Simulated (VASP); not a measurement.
Calculation: revTPSS meta-GGA, VASP's PBE PAW potentials (set 64) (plane waves; VASP).

VASP ran on this input.

INCAR:
```
! general
SYSTEM  = Hf
PREC    = Accurate
ENCUT   = 520
LREAL   = F   ! projection in real space or not
LASPH   = T   ! aspherical one-centre terms

! electronic loop
EDIFF   = 1E-7   ! SCF stop (eV)
NELM    = 100   ! most electronic steps
ALGO    = Normal   ! blocked Davidson
LMAXMIX = 6   ! l cut-off of mixed one-centre charges
LMIXTAU = T

! smearing
ISMEAR  = -5

! functional
METAGGA = RTPSS

! ions
ISIF    = 2   ! forces and stress, cell fixed

! output
LWAVE   = F
LCHARG  = F
LORBIT  = 11
NEDOS   = 601   ! DOS grid
```

**POSCAR**
```
Hf
1.0
  1.5813615341  -2.7389984852   0.0000000000
  1.5813615341   2.7389984852   0.0000000000
  0.0000000000   0.0000000000   5.0027902801
Hf
2
Cart
  1.5813615341   0.9130013211   1.2506975700
  1.5813615341  -0.9130013211   3.7520927101
```

### KPOINTS
```
kpoints
0
G
15 15 8
0 0 0
```

**KPOINTS_OPT**
```
k-points along high-symmetry lines
6
Line-mode
Reciprocal
  0.000000   0.000000   0.000000 ! GAMMA
  0.000000   0.500000   0.000000 ! M

  0.000000   0.500000   0.000000 ! M
 -0.333333   0.666667   0.000000 ! K

 -0.333333   0.666667   0.000000 ! K
  0.000000   0.000000   0.000000 ! GAMMA

  0.000000   0.000000   0.000000 ! GAMMA
  0.000000   0.000000   0.500000 ! A

  0.000000   0.000000   0.500000 ! A
  0.000000   0.500000   0.500000 ! L

  0.000000   0.500000   0.500000 ! L
 -0.333333   0.666667   0.500000 ! H

 -0.333333   0.666667   0.500000 ! H
  0.000000   0.000000   0.500000 ! A

  0.000000   0.500000   0.500000 ! L
  0.000000   0.500000   0.000000 ! M

 -0.333333   0.666667   0.500000 ! H
 -0.333333   0.666667   0.000000 ! K
```

POTCAR, in this order: Hf_pv (PBE.64 set). Program: vasp_std.

For a metal the tetrahedron method with Blöchl corrections gives inexact stress and forces. Unless said otherwise, spin-orbit coupling is left out, though it shifts the bands of the heavy elements here.

Question: Predict the energy per atom (σ→0), band gap (over mesh and band path).

Answer: 
| Quantity | Result |
|---|---|
| energy per atom (σ→0) | 26.886 eV/atom |
| band gap (over mesh and band path) | none (metal, semimetal or under 0.01 eV) |

OSZICAR:
```
...
DAV:  19     0.537715634309E+02    0.17824E-05   -0.12154E-07  3160   0.380E-03    0.292E-03
DAV:  20     0.537715627274E+02   -0.70353E-06   -0.17866E-08  2460   0.933E-04    0.412E-04
DAV:  21     0.537715640211E+02    0.12937E-05   -0.11817E-08  2400   0.120E-03    0.113E-04
DAV:  22     0.537715634288E+02   -0.59227E-06   -0.19801E-09  2340   0.461E-04    0.116E-04
DAV:  23     0.537715636362E+02    0.20744E-06   -0.29935E-10  2304   0.153E-04    0.144E-04
DAV:  24     0.537715635711E+02   -0.65093E-07   -0.71012E-11  2268   0.648E-05
   1 F= 0.53771564E+02 E0= 0.53771564E+02  d E =0.000000E+00
       N       E                     dE             ncg
```

The compound is Hf in the hcp structure. It was relaxed first.
